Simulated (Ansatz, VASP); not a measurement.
# Hf (Hafnium) in two plane-wave programs, part 2 of 2

Aim: how closely do two programs agree when they are given the same cell, functional and k mesh? The cell is taken from a series of runs on this material, whose earlier steps may have relaxed, scaled, displaced or heated it; both programs get it as it stands.

VASP 6.6.1 and Ansatz 0.2.0.

So far: The starting structure; Ansatz: zone-centre phonons, PBE with D3(BJ); VASP: zone-centre phonons, PBE with D3(BJ).

### Step 3. VASP: zone-centre phonons, PBE with D3(BJ) (continued)

Level of this step: PBE with D3(BJ); plane waves and PAW (Hf_pv) (VASP).

Numbers of over 12 decimals in the logs are rounded to 6 here.

Parts of OUTCAR (step 3):

```text
ion  position               nearest neighbor table
   1  0.333  0.667  0.250-   2 3.11   2 3.11   2 3.11   2 3.11   2 3.11   2 3.11
   2  0.667  0.333  0.750-   1 3.11   1 3.11   1 3.11   1 3.11   1 3.11   1 3.11

  LATTYP: Found a hexagonal cell.
 ALAT       =     3.1709221231
 C/A-ratio  =     1.5821310708

 Subroutine GETGRP returns: Found 24 space group operations
 (whereof 12 operations were pure point group operations)

The static configuration has the point symmetry D_3d.
 The point group associated with its full space group is D_6h.

 Found    222 irreducible k-points:

   k-points           NKPTS =    222   k-points in BZ     NKDIM =    222   number of bands    NBANDS=     16

   dimension x,y,z NGX =    24 NGY =   24 NGZ =   40
   dimension x,y,z NGXF=    48 NGYF=   48 NGZF=   80

   ENCUT  =  500.0 eV  36.75 Ry    6.06 a.u.   5.78  5.78  9.15*2*pi/ulx,y,z

   NELECT =      20.0000    total number of electrons

 k-points in reciprocal lattice and weights: Automatic mesh
   0.00000000  0.00000000  0.00000000       0.000
   0.05555556  0.00000000  0.00000000       0.002
   0.11111111  0.00000000  0.00000000       0.002
   0.16666667 -0.00000000  0.00000000       0.002
   0.22222222 -0.00000000  0.00000000       0.002
   0.27777778 -0.00000000  0.00000000       0.002
   0.33333333  0.00000000  0.00000000       0.002
   0.38888889 -0.00000000  0.00000000       0.002
   0.44444444 -0.00000000  0.00000000       0.002
[...]
0.33333333  0.27777778  0.50000000       0.004
   0.33333333  0.33333333  0.50000000       0.001

 Edisp (eV)   -0.92327

 average (electrostatic) potential at core
       1 -37.1391       2 -37.1391

 E-fermi :   5.1042

 k-point     1 :       0.0000    0.0000    0.0000
  band No.  band energies     occupation
    ...
      4     -25.0353      2.00000
      5     -25.0306      2.00000
      6     -25.0306      2.00000
      7      -2.3765      2.00000
      8       1.3030      2.00000
      9       5.8106     -0.00001
     10       6.2723     -0.00000
     11       6.2723     -0.00000
     12       6.5634     -0.00000
     13       7.1194     -0.00000
    ...

 k-point     2 :       0.0556    0.0000    0.0000
  band No.  band energies     occupation
    ...
      4     -25.0504      2.00000
      5     -25.0392      2.00000
      6     -25.0330      2.00000
      7      -2.2798      2.00000
      8       1.3986      2.00000
      9       5.6753     -0.00041
     10       5.9819     -0.00000
     11       6.3630     -0.00000
     12       6.7929     -0.00000
     13       7.0133     -0.00000
    ...

 k-point     3 :       0.1111    0.0000    0.0000
  band No.  band energies     occupation
    ...
      4     -25.1068      2.00000
      5     -25.0511      2.00000
      6     -25.0403      2.00000
      7      -1.9964      2.00000
      8       1.6725      2.00000
      9       5.3101     -0.05582
     10       5.5244     -0.01138
     11       6.6330     -0.00000
     12       6.7062     -0.00000
     13       7.1420     -0.00000
    ...

 Edisp (eV)   -0.92327

  Total      -0.11030    -0.11030    -0.13698     0.00000     0.00000     0.00000
  in kB      -4.04532    -4.04532    -5.02384     0.00000     0.00000     0.00000
  external pressure =       -4.37 kB  Pullay stress =        0.00 kB

  energy-cutoff  :      500.00
  volume of cell :       43.68
      direct lattice vectors                 reciprocal lattice vectors
     3.170922123  0.000000000  0.000000000     0.315365676  0.182076458  0.000000000
    -1.585461062  2.746099112  0.000000000     0.000000000  0.364152916  0.000000000
     0.000000000  0.000000000  5.016814414     0.000000000  0.000000000  0.199329678

 POSITION                                       TOTAL-FORCE (eV/Angst)
 -----------------------------------------------------------------------------------
     -0.00000      1.83073      1.23920        -0.000000      0.000000      0.054541
      1.58546      0.91537      3.76261         0.000000     -0.000000     -0.054541
 -----------------------------------------------------------------------------------
    total drift:                               -0.000000     -0.000000     -0.000849

  FREE ENERGIE OF THE ION-ELECTRON SYSTEM (eV)
  ---------------------------------------------------
  free  energy   TOTEN  =       -20.7607107826 eV

  energy  without entropy=      -20.7648905361  energy(sigma->0) =      -20.76210403

 Eigenvectors and eigenvalues of the dynamical matrix
 ----------------------------------------------------

   1 f  =    3.155863 THz    19.828874 2PiTHz  105.268270 cm-1    13.051596 meV
             X         Y         Z           dx          dy          dz
     -0.000000  1.830733  1.254204     0.000000    0.000000   -0.707107
      1.585461  0.915366  3.762611     0.000000    0.000000    0.707107

   2 f  =    2.455481 THz    15.428242 2PiTHz   81.906032 cm-1    10.155049 meV
             X         Y         Z           dx          dy          dz
     -0.000000  1.830733  1.254204    -0.606395    0.363710    0.000000
      1.585461  0.915366  3.762611     0.606395   -0.363710    0.000000

   3 f  =    2.455481 THz    15.428242 2PiTHz   81.906032 cm-1    10.155049 meV
             X         Y         Z           dx          dy          dz
     -0.000000  1.830733  1.254204    -0.363710   -0.606395    0.000000
      1.585461  0.915366  3.762611     0.363710    0.606395    0.000000

   4 f  =    0.000000 THz     0.000000 2PiTHz    0.000000 cm-1     0.000000 meV
             X         Y         Z           dx          dy          dz
     -0.000000  1.830733  1.254204    -0.374473   -0.599808    0.000000
      1.585461  0.915366  3.762611    -0.374473   -0.599808    0.000000

   5 f  =    0.000000 THz     0.000000 2PiTHz    0.000000 cm-1     0.000000 meV
             X         Y         Z           dx          dy          dz
     -0.000000  1.830733  1.254204     0.000000    0.000000    0.707107
      1.585461  0.915366  3.762611     0.000000    0.000000    0.707107

   6 f/i=    0.000000 THz     0.000000 2PiTHz    0.000001 cm-1     0.000000 meV
             X         Y         Z           dx          dy          dz
     -0.000000  1.830733  1.254204     0.599808   -0.374473    0.000000
      1.585461  0.915366  3.762611     0.599808   -0.374473    0.000000

 ELASTIC MODULI CONTR FROM IONIC RELAXATION (kBar)
 Direction    XX          YY          ZZ          XY          YZ          ZX
 --------------------------------------------------------------------------------
 XX        -125.4924    125.4924     -0.0000      0.0000      0.0000      0.0000
 YY         125.4924   -125.4924      0.0000      0.0000     -0.0000      0.0000
 ZZ          -0.0000      0.0000     -0.0000     -0.0000     -0.0000      0.0000
 XY           0.0000      0.0000     -0.0000   -125.4924      0.0000      0.0000
 YZ           0.0000     -0.0000     -0.0000      0.0000     -0.0000      0.0000
 ZX           0.0000      0.0000      0.0000      0.0000      0.0000      0.0000
 --------------------------------------------------------------------------------

 total charge
# of ion       s       p       d       tot
------------------------------------------
    1        0.399   6.399   1.576   8.373
    2        0.399   6.399   1.576   8.373
--------------------------------------------------
tot          0.798  12.797   3.151  16.747

[... 3 further parts left out ...]
```

CONTCAR:

```
Hf
   1.00000000000000
     3.1709221231000000    0.0000000000000000    0.0000000000000000
    -1.5854610616000000    2.7460991120000000    0.0000000000000000
     0.0000000000000000    0.0000000000000000    5.0168144139999997
  Hf
     2
Direct
     0.3333333332999970    0.6666666667000030    0.2470100548351677
     0.6666666667000030    0.3333333332999970    0.7500000000000000
```

The last energy, forces, stress and levels in OUTCAR belong to the last displaced cell, not to the cell of POSCAR. Harder data sets than Hf_pv exist (the GW ones), and pressures, volumes and forces can shift noticeably with them. Dispersion corrections of this kind ignore metallic screening and tend to overbind metals.

Levels, forces or a CONTCAR printed for this step are those of its last displaced cell, not of the structure at rest.

### Step 4. Side by side

Known differences besides the potentials themselves: the data sets hold 52 valence electrons in Ansatz (on its default PAW (the set named soft_2) files) and 20 in VASP; the cutoff is 420 eV in Ansatz and 500 eV in VASP; Ansatz takes the dispersion share of the force constants at frozen C6 weights, VASP differentiates the full forces; VASP uses finite displacements, Ansatz perturbation theory. Total energies have different zeros and are not compared.

Compared:

```
                  quantity  Ansatz   VASP  difference
optical mode 1 to 2 (cm⁻¹)    81.8   81.9     -0.19 %
     optical mode 3 (cm⁻¹)   107.1  105.3     +1.78 %
```

Modes are paired by rising frequency, not by their patterns, so a pair may set unlike modes beside each other; they are those without the splitting of longitudinal modes.

### Step 5. Results

| Quantity | Value |
| --- | --- |
| r.m.s. difference of the optical zone-centre modes, each program's sorted by frequency (zone-centre phonons, PBE with D3(BJ)) | 1.1 cm⁻¹ |
| difference in optical mode 3 (zone-centre phonons, PBE with D3(BJ)) | +1.8 % |

**Reading.** The r.m.s. difference of the optical zone-centre modes, each program's sorted by frequency is 1.1 cm⁻¹ (zone-centre phonons, PBE with D3(BJ)). The data sets hold unlike numbers of valence electrons (52 in Ansatz and 20 in VASP), so part of the differences comes from the potentials. Among the rows given in per cent, the largest difference of the zone-centre phonons, PBE with D3(BJ) pair is in optical mode 3, +1.8 %. Such differences can come from data sets, numerical settings and the points named under the comparisons, not from the functional's error against experiment.

[Lines on the potential files, build, host, timing and source positions are cut from VASP's logs without a mark.]

[Logs are printed without paths, hosts, clocks, repeated set-up lines and the standing remarks that a program may print on its own settings, such as how far it seeks lower states.]

[Hosts, paths, dates, database ids (printed as entryN), source tags and the programs' standing remarks are cut or masked in the printed files.]
